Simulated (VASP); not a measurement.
Set up this calculation in VASP 6.6.1, as the native input.

```
Task                   : single point
Functional             : PBE
Potentials or basis    : VASP PAW PBE potentials, release 64 (Mg, Sn_d, O)
Cutoff                 : 520 eV
k mesh                 : 4 × 4 × 2
Occupations            : gaussian, width 0.05 eV
Spin                   : no spin polarisation
Further INCAR settings : PREC = Normal; LREAL = Auto; ALGO = Fast; EDIFF = 1e-05
```

The structure of MgSnO2 lies in POSCAR:

```
MgSnO2
1.0
    3.9599900000      0.0000000000      0.0000000000
    0.0000000000      3.9599900000      0.0000000000
    0.0000000000      0.0000000000      9.2548000000
Mg Sn O
2 2 4
Direct
    0.0000000000      0.5000000000      0.4833790000
    0.5000000000      0.0000000000      0.5166210000
    0.0000000000      0.5000000000      0.1227770000
    0.5000000000      0.0000000000      0.8772230000
    0.5000000000      0.5000000000      0.5000000000
    0.0000000000      0.0000000000      0.5000000000
    0.5000000000      0.5000000000      0.0000000000
    0.0000000000      0.0000000000      0.0000000000
```

The cell was built by a generator and needn't be a form met in nature.

The input as run:

INCAR

```
PREC = Normal
ENCUT = 520
EDIFF = 1E-5
ISMEAR = 0
SIGMA = 0.05
LREAL = Auto
LASPH = T
NELM = 80
ALGO = Fast
ISIF = 2
LWAVE = F
LCHARG = F
GGA = PE
```

KPOINTS

```
regular mesh
0
Gamma
  4 4 2
```

Potentials or basis: VASP PAW PBE potentials, release 64 (Mg, Sn_d, O).

Launch:

```bash
$ cat potpaw_PBE.64/Mg/POTCAR potpaw_PBE.64/Sn_d/POTCAR potpaw_PBE.64/O/POTCAR > POTCAR
$ mpirun -np 1 vasp_std > vasp.out
```

Results of the run:

| Property | Result |
| --- | --- |
| Pressure | 0.0 GPa |
| Largest force | 0.017 eV/Å |
| Band gap on the k mesh | 1.85 eV, direct |

Caveat: spin-orbit coupling is left out, which moves the levels of the heavy elements.

Run time: 26 s on 1 thread of Intel(R) Xeon(R) Platinum 8488C (Sapphire Rapids) (shared host), peak memory 0.18 GiB.
